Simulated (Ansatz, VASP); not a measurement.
## Sn2Ir in VASP and in Ansatz

File INCAR:

```
PREC = Accurate ; ENCUT = 520
EDIFF = 1E-6 ; ISMEAR = -1
SIGMA = 0.05 ; LREAL = False
LASPH = True ; NELM = 80
ALGO = Normal ; ISIF = 2
LWAVE = False ; LCHARG = False
GGA = CA ; NBANDS = 26
```

KPOINTS

```
Automatic mesh
0
Gamma
  10 10 10
```

File POSCAR:

```
Sn2Ir
1.0
    0.0000000000      3.1835248659      3.1835248659
    3.1835248659      0.0000000000      3.1835248659
    3.1835248659      3.1835248659      0.0000000000
Sn Ir
2 1
Direct
    0.7500000000      0.7500000000      0.7500000000
    0.2500000000      0.2500000000      0.2500000000
    0.0000000000      0.0000000000      0.0000000000
```

Input for Ansatz:

```yaml
crystal:
  lattice:
    - [0.0, 3.1835248659, 3.1835248659]
    - [3.1835248659, 0.0, 3.1835248659]
    - [3.1835248659, 3.1835248659, 0.0]
  atoms:
    - { symbol: Sn, position: [0.75, 0.75, 0.75] }
    - { symbol: Sn, position: [0.25, 0.25, 0.25] }
    - { symbol: Ir, position: [0.0, 0.0, 0.0] }
kpoints:
  mp_grid: { grid: [10, 10, 10] }
  band_path:
    path:
      - [0.0, 0.0, 0.0]
      - [0.5, 0.0, 0.5]
      - [0.625, 0.25, 0.625]
      - [0.375, 0.375, 0.75]
      - [0.0, 0.0, 0.0]
      - [0.5, 0.5, 0.5]
      - [0.5, 0.25, 0.75]
      - [0.5, 0.0, 0.5]
    npoints: 14
scf:
  occupations: { method: fermi_dirac, width: 0.05 }
hamiltonian:
  xc: lda
  pseudopotentials: { kind: all_electron, lapw: { basis_error: 0.001 } }
output:
  forces: true
  stress: true
  eigenvalues: true
  populations: true
```

The cell comes from a database or a generator and needn't be the stable form of this composition.

Alike in both runs: task single point; functional LDA; k mesh 10 × 10 × 10; occupations fermi-dirac, width 0.05 eV; no spin polarisation.

|  | VASP | Ansatz |
| --- | --- | --- |
| version | VASP 6.6.1 | Ansatz 0.2.0 |
| potentials or method | VASP PAW LDA potentials, release 64 (Sn_d, Ir) | all-electron LAPW, scalar-relativistic |
| plane-wave cutoff (eV) | 520 | see its input |

|  | VASP | Ansatz | Ansatz less VASP |
| --- | --- | --- | --- |
| pressure (GPa) | -3.5 | -3.8 | -0.28 |

Ansatz ran all-electron here, so the differences hold the error of VASP's frozen core and of both bases.

Spin-orbit coupling is left out, which matters for the levels of Ir.
